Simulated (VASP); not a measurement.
```xyz
5
Lattice="3.9659 0.0000 0.0000 0.0000 3.9659 0.0000 0.0000 0.0000 3.9659" Properties=species:S:1:pos:R:3 pbc="T T T"
Ba     0.0000     0.0000     0.0000
Ti     1.9830     1.9830     1.9830
O      1.9830     0.0000     1.9830
O      0.0000     1.9830     1.9830
O      1.9830     1.9830     0.0000
```

Method: PBE GGA with D3 dispersion (Becke-Johnson damping), VASP's PBE PAW potentials (set 64) (plane waves; VASP). Run with 520 eV cut-off, 6×6×6 Γ-centred mesh, Gaussian smearing of 0.050 eV, potentials Ba_sv Ti_sv O.

### Question
Give the stress tensor in GPa (positive for a compressed cell).

### Answer

```
5.54  0.00  0.00
0.00  5.54  0.00
0.00  0.00  5.54
```
The pressure is its mean diagonal, 5.54 GPa.

The compound is BaTiO3 in the cubic perovskite structure, the ideal cubic form; the compound distorts at low or room temperature. This cell is one point of a volume scan, at 0.97 of the reference volume.
